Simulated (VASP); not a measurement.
These are PBE GGA, VASP's PBE PAW potentials (set 64) (plane waves; VASP) values and carry that method's errors.

VASP input:

INCAR:
```
LCHARG=F
PREC=Accurate
LASPH=T   # aspherical one-centre terms
ISMEAR=1   # Methfessel-Paxton
LWAVE=F
GGA=PE   # PBE
NELM=100   # most electronic steps
LORBIT=10
ISIF=2   # forces and stress, cell fixed
LREAL=F   # projection in real space or not
ENCUT=400   # plane-wave cut-off (eV)
SYSTEM=FePt
MAGMOM=3.0 0.0
LMAXMIX=6
ISPIN=2   # spin-polarised
SIGMA=0.1
ALGO=Normal   # blocked Davidson
EDIFF=1E-6
```

**POSCAR**
```
FePt
1
    2.7744000000     0.0000000000     0.0000000000
    0.0000000000     2.7744000000     0.0000000000
    0.0000000000     0.0000000000     3.7842000000
Fe Pt
1 1
Direct
  0.0000000000   0.0000000000   0.0000000000
  0.5000000000   0.5000000000   0.5000000000
```

KPOINTS:
```
Automatic mesh
0
Gamma
2 2 2
0 0 0
```

POTCAR, in this order: Fe Pt (PBE.64 set). Program: vasp_std.

Gaps are read on the run's mesh, which can miss a band edge. Unless said otherwise, spin-orbit coupling is left out, though it shifts the bands of the heavy elements here.

Task: What does the run give for the energy per atom (σ→0), cell moment, pressure, band gap (on the k-mesh)?

Result: 
The energy per atom (σ→0) is -6.414 eV/atom, the cell moment comes out as 3.57 μB and the band gap (on the k-mesh) is none (metal, semimetal or under 0.01 eV). The pressure comes out as 1.46 GPa.

### OSZICAR
```
...
DAV:  14    -0.128290099534E+02    0.17361E-02   -0.13668E-02   416   0.151E+00    0.672E-01
DAV:  15    -0.128288820706E+02    0.12788E-03   -0.15343E-03   433   0.394E-01    0.411E-01
DAV:  16    -0.128289304752E+02   -0.48405E-04   -0.10163E-03   432   0.397E-01    0.756E-02
DAV:  17    -0.128289622849E+02   -0.31810E-04   -0.53278E-05   482   0.905E-02    0.391E-02
DAV:  18    -0.128289651381E+02   -0.28532E-05   -0.40704E-06   410   0.228E-02    0.420E-02
DAV:  19    -0.128289675489E+02   -0.24108E-05   -0.73986E-07   295   0.101E-02    0.296E-02
DAV:  20    -0.128289682696E+02   -0.72076E-06   -0.25714E-06   377   0.252E-02
   1 F= -.12828968E+02 E0= -.12827788E+02  d E =-.353987E-02  mag=     3.5744
```

The compound is FePt in the L1_0 structure. The cell was not relaxed at this level. The k-mesh is coarse (spacing up to 1.13 per Å, 2π included), so the numbers may not be converged in it. The run is one of a series of settings (KPOINTS 2×2×2 Γ-centred mesh against the base run), some of them coarse on purpose.
